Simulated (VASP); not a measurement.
Computed with PBE GGA + U (Dudarev), VASP's PBE PAW potentials (set 64) (plane waves; VASP 6.6.1).

The input files of a VASP run:

File KPOINTS:
```
Automatic mesh
0
Gamma
11 11 11
0 0 0
```

### INCAR
```
# general
SYSTEM   =NiAl
PREC     =Accurate
ENCUT    =400
LREAL    =.FALSE.   # projection in real space or not
LASPH    =.TRUE.

# electronic loop
EDIFF    =1E-6
NELM     =100   # most electronic steps
ALGO     =Normal   # blocked Davidson
LMAXMIX  =4

# smearing
ISMEAR   =1
SIGMA    =0.1

# functional
GGA      =PE   # PBE

# DFT+U
LDAU     =.TRUE.
LDAUTYPE =2   # Dudarev
LDAUL    =-1 2
LDAUU    =0 2.0
LDAUJ    =0 0
LDAUPRINT=1

# ions
ISIF     =2

# output
LWAVE    =.FALSE.
LCHARG   =.FALSE.
LORBIT   =10
```

File POSCAR:
```
NiAl
1.0
  2.9656080000   0.0000000000   0.0000000000
  0.0000000000   2.9478510000   0.0000000000
  0.0000000000   0.0000000000   2.9100140000
Al Ni
1 1
direct
  0.5000000000   0.5000000000   0.5000000000
  0.0094750000   0.0000000000   0.0000000000
```

POTCAR, in this order: Al Ni (PBE.64 set). Program: vasp_std.

The resulting files:

### OSZICAR
```
       N       E                     dE             d eps       ncg     rms          rms(c)
DAV:   1     0.364339927816E+02    0.36434E+02   -0.48450E+03  4360   0.110E+03
DAV:   2    -0.913354877319E+01   -0.45568E+02   -0.43370E+02  4360   0.190E+02
DAV:   3    -0.101490152194E+02   -0.10155E+01   -0.10050E+01  5106   0.371E+01
DAV:   4    -0.101644691759E+02   -0.15454E-01   -0.15449E-01  5070   0.413E+00
DAV:   5    -0.101648929675E+02   -0.42379E-03   -0.42378E-03  4830   0.691E-01    0.958E+00
DAV:   6    -0.113831485037E+02   -0.12183E+01   -0.37074E+01  4770   0.104E+02    0.122E+01
DAV:   7    -0.926791772475E+01    0.21152E+01   -0.11485E+01  4770   0.637E+01    0.103E+00
DAV:   8    -0.925988989139E+01    0.80278E-02   -0.26403E-01  4998   0.609E+00    0.905E-01
DAV:   9    -0.924967419570E+01    0.10216E-01   -0.43599E-02  5030   0.341E+00    0.984E-02
DAV:  10    -0.924956390874E+01    0.11029E-03   -0.66102E-04  4730   0.363E-01    0.466E-02
DAV:  11    -0.924955955524E+01    0.43535E-05   -0.32889E-05  5250   0.758E-02    0.106E-02
DAV:  12    -0.924955856789E+01    0.98734E-06   -0.15146E-06  3102   0.125E-02
   1 F= -.92495586E+01 E0= -.92494719E+01  d E =-.259857E-03
```

File OUTCAR:
```
------------------------ aborting loop because EDIFF is reached ----------------------------------------
  FORCE on cell =-STRESS in cart. coord.  units (eV):
  Direction    XX          YY          ZZ          XY          YZ          ZX
  --------------------------------------------------------------------------------------
  Total       -1.5036202     -1.4575904     -1.3161283      0.0000000      0.0000000      0.0000000
  in kB      -94.6965970    -91.7976822    -82.8885330      0.0000000      0.0000000      0.0000000
  external PRESSURE =     -89.7942708 kB  Pullay stress =       0.0000000 kB
  volume of cell :       25.44
      direct lattice vectors                 reciprocal lattice vectors
     2.965608000  0.000000000  0.000000000     0.337198982  0.000000000  0.000000000
     0.000000000  2.947851000  0.000000000     0.000000000  0.339230171  0.000000000
     0.000000000  0.000000000  2.910014000     0.000000000  0.000000000  0.343640958
 POSITION                                       TOTAL-FORCE (eV/Angst)
 -----------------------------------------------------------------------------------
      1.48280      1.47393      1.45501         0.121164      0.000000      0.000000
      0.02810      0.00000      0.00000        -0.121164      0.000000      0.000000
 -----------------------------------------------------------------------------------
    total drift:                                0.000019      0.000000      0.000014
  FREE ENERGIE OF THE ION-ELECTRON SYSTEM (eV)
  ---------------------------------------------------
  free  energy   TOTEN  =        -9.2495585679 eV

  energy  without entropy=       -9.2492987109  energy(sigma->0) =       -9.24947195

 total charge

# of ion       s       p       d       tot
------------------------------------------
    1        0.380   0.384   0.000   0.764
    2        0.442   0.447   8.548   9.437
--------------------------------------------------
tot          0.822   0.831   8.548  10.201
```
(Selected blocks of OUTCAR.)

**OUTCAR**
```
 val. band max:        9.0643093041   @ k =   0.3636   0.1818   0.1818

 cond. band min:       9.0956055363   @ k =   0.4545   0.3636   0.2727


 Fermi energy:         9.0644513691

 k-point     1 :       0.0000    0.0000    0.0000
  band No.  band energies     occupation
      1      -1.4696      2.00000
      2       5.9968      2.00000
      3       6.0166      2.00000
      4       7.4913      2.00000
      5       7.5163      2.00000
      6       7.5259      2.00000
      7      14.1856      0.00000
      8      14.3863      0.00000
      9      14.8302      0.00000
     10      16.9444      0.00000

 k-point     2 :       0.0909    0.0000    0.0000
  band No.  band energies     occupation
      1      -1.3265      2.00000
      2       5.9863      2.00000
      3       6.0451      2.00000
      4       7.4334      2.00000
      5       7.4623      2.00000
      6       7.5317      2.00000
      7      12.8760      0.00000
      8      14.5732      0.00000
      9      15.0130      0.00000
     10      17.0779      0.00000

 k-point     3 :       0.1818    0.0000    0.0000
  band No.  band energies     occupation
      1      -0.9003      2.00000
      2       5.8883      2.00000
      3       6.1275      2.00000
      4       7.2859      2.00000
      5       7.3242      2.00000
      6       7.5473      2.00000
      7      10.9539     -0.00000
      8      15.1099      0.00000
      9      15.5394      0.00000
     10      17.1314      0.00000

 k-point     4 :       0.2727    0.0000    0.0000
  band No.  band energies     occupation
      1      -0.2014      2.00000
      2       5.4911      2.00000
      3       6.2390      2.00000
      4       7.1077      2.00000
      5       7.1558      2.00000
      6       7.5678      2.00000
      7       9.4215     -0.00001
      8      15.9429      0.00000
      9      16.3608      0.00000
     10      17.2116      0.00000

 k-point     5 :       0.3636    0.0000    0.0000
...
```

The compound is NiAl in the CsCl type structure. The cell was not relaxed at this level, atoms are displaced from their ideal sites. The run is one of a series of settings (LDAU = .TRUE., LDAUJ = 0 0, LDAUL = -1 2, LDAUTYPE = 2, LDAUU = 0 2.0 against the base run), some of them coarse on purpose. The run is not spin-polarised, so no magnetic state was tried. The electron count is odd and the run is not spin-polarised, which forces a metal.
